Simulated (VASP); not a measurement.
Given:

```
CELL_PARAMETERS angstrom
      0.00000     3.00923     3.00923
      3.00923     0.00000     3.00923
      3.00923     3.00923     0.00000
ATOMIC_POSITIONS crystal
  Sr 0.00000 0.00000 0.00000
```

Calculation: PBE GGA, VASP's PBE PAW potentials (set 64) (plane waves; VASP 6.6.1). Run with 500 eV cut-off, 11×11×11 Γ-centred mesh, first-order Methfessel-Paxton smearing of 0.10 eV, potentials Sr_sv.

Energy and stress use the plane-wave basis of the starting cell.

Problem. The ions, cell shape and volume at an external pressure of 5.0 GPa are relaxed. Which structure does the run end with?

Solution. 
```
CELL_PARAMETERS angstrom
      0.00000     2.75708     2.75708
      2.75708     0.00000     2.75708
      2.75708     2.75708     0.00000
ATOMIC_POSITIONS crystal
  Sr 0.00000 0.00000 0.00000
```
Space group Fm-3m (225), at a tolerance of 0.03 Å.

Problem. How do energy and volume change from the first to the last step?

Solution. The energy (σ→0) changes by +159.1 meV/atom and the volume by -23.1 %, in 3 ionic steps.

The compound is Sr in the fcc structure. This run relaxes it under an external pressure of 5 GPa. Symmetry was kept, so distortions that lower it aren't found.
